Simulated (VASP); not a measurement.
Output of a VASP run:

OSZICAR:
```
       N       E                     dE             d eps       ncg     rms          rms(c)
DAV:   1     0.103390153560E+03    0.10339E+03   -0.10810E+04  3840   0.263E+03
DAV:   2    -0.144007660581E+01   -0.10483E+03   -0.10262E+03  3740   0.354E+02
DAV:   3    -0.624890607394E+01   -0.48088E+01   -0.47918E+01  4153   0.812E+01
DAV:   4    -0.632341692391E+01   -0.74511E-01   -0.74259E-01  4935   0.943E+00
DAV:   5    -0.632533294680E+01   -0.19160E-02   -0.19161E-02  4389   0.133E+00    0.956E+00
DAV:   6    -0.725843496166E+01   -0.93310E+00   -0.21099E+01  4102   0.620E+01    0.108E+01
DAV:   7    -0.539846284913E+01    0.18600E+01   -0.86406E+00  3748   0.458E+01    0.181E+00
DAV:   8    -0.538040202668E+01    0.18061E-01   -0.23193E-01  4258   0.543E+00    0.636E-01
DAV:   9    -0.537464589647E+01    0.57561E-02   -0.18609E-02  4990   0.222E+00    0.125E-01
DAV:  10    -0.537438790016E+01    0.25800E-03   -0.59259E-04  4720   0.352E-01    0.646E-02
DAV:  11    -0.537437122155E+01    0.16679E-04   -0.78108E-05  5038   0.157E-01    0.124E-02
DAV:  12    -0.537437220594E+01   -0.98439E-06   -0.43807E-06  5297   0.358E-02    0.252E-03
DAV:  13    -0.537437259728E+01   -0.39134E-06   -0.33387E-07  3757   0.932E-03    0.131E-03
DAV:  14    -0.537437219777E+01    0.39950E-06   -0.10362E-07  2305   0.609E-03    0.413E-04
DAV:  15    -0.537437219763E+01    0.14870E-09   -0.12754E-08  2073   0.125E-03
   1 F= -.53743722E+01 E0= -.53743722E+01  d E =0.000000E+00
```

### OUTCAR
```
------------------------ aborting loop because EDIFF is reached ----------------------------------------
  FORCE on cell =-STRESS in cart. coord.  units (eV):
  Direction    XX          YY          ZZ          XY          YZ          ZX
  --------------------------------------------------------------------------------------
  Total       -0.0049584     -0.0049584     -0.0049584     -0.0000000     -0.0000000     -0.0000000
  in kB       -0.3398231     -0.3398231     -0.3398231     -0.0000000     -0.0000000     -0.0000000
  external PRESSURE =      -0.3398231 kB  Pullay stress =       0.0000000 kB
  volume of cell :       23.38
      direct lattice vectors                 reciprocal lattice vectors
     2.859346111  0.000000000  0.000000000     0.349730309  0.000000000  0.000000000
     0.000000000  2.859346111  0.000000000     0.000000000  0.349730309  0.000000000
     0.000000000  0.000000000  2.859346111     0.000000000  0.000000000  0.349730309
 POSITION                                       TOTAL-FORCE (eV/Angst)
 -----------------------------------------------------------------------------------
      1.42967      1.42967      1.42967         0.000000      0.000000      0.000000
      0.00000      0.00000      0.00000         0.000000      0.000000      0.000000
 -----------------------------------------------------------------------------------
    total drift:                                0.000000      0.000000     -0.000000
  FREE ENERGIE OF THE ION-ELECTRON SYSTEM (eV)
  ---------------------------------------------------
  free  energy   TOTEN  =        -5.3743721976 eV

  energy  without entropy=       -5.3743721976  energy(sigma->0) =       -5.37437220

 total charge

# of ion       s       p       d       tot
------------------------------------------
    1        0.858   0.907  10.061  11.826
    2        0.391   0.465   7.541   8.398
--------------------------------------------------
tot          1.250   1.372  17.602  20.224
```
(Selected blocks of OUTCAR.)

**POSCAR**
```
CoGa
1
    2.8593461109     0.0000000000     0.0000000000
    0.0000000000     2.8593461109     0.0000000000
    0.0000000000     0.0000000000     2.8593461109
Ga Co
1 1
Direct
  0.5000000000   0.5000000000   0.5000000000
  0.0000000000   0.0000000000   0.0000000000
```

**Question.** Write an INCAR and KPOINTS that could have produced this output.

**Answer.** Several could match; the one computed here: the input of the run itself, rev-vdW-DF2, plane waves, VASP's PBE PAW potentials (set 64).

### INCAR
```
! general
SYSTEM   = CoGa
PREC     = Accurate
ENCUT    = 520   ! plane-wave cut-off (eV)
LREAL    = .FALSE.
LASPH    = .TRUE.

! electronic loop
EDIFF    = 1E-7   ! SCF stop (eV)
NELM     = 100   ! most electronic steps
ALGO     = Normal   ! blocked Davidson
LMAXMIX  = 4

! smearing
ISMEAR   = -5   ! tetrahedra, Bloechl

! functional
GGA      = MK
LUSE_VDW = .TRUE.
AGGAC    = 0.0
PARAM1   = 0.1234568
PARAM2   = 0.7114
ZAB_VDW  = -1.8867

! ions
ISIF     = 2   ! forces and stress, cell fixed

! output
LWAVE    = .FALSE.
LCHARG   = .TRUE.
LORBIT   = 11
NEDOS    = 601   ! DOS grid
```

File KPOINTS:
```
Automatic mesh
0
Gamma
14 14 14
0 0 0
```

POTCAR, in this order: Ga_d Co (PBE.64 set). Program: vasp_std.

For a metal the tetrahedron method with Blöchl corrections gives inexact stress and forces.

The compound is CoGa in the CsCl type structure. It was relaxed first. The run is not spin-polarised, so no magnetic state was tried.
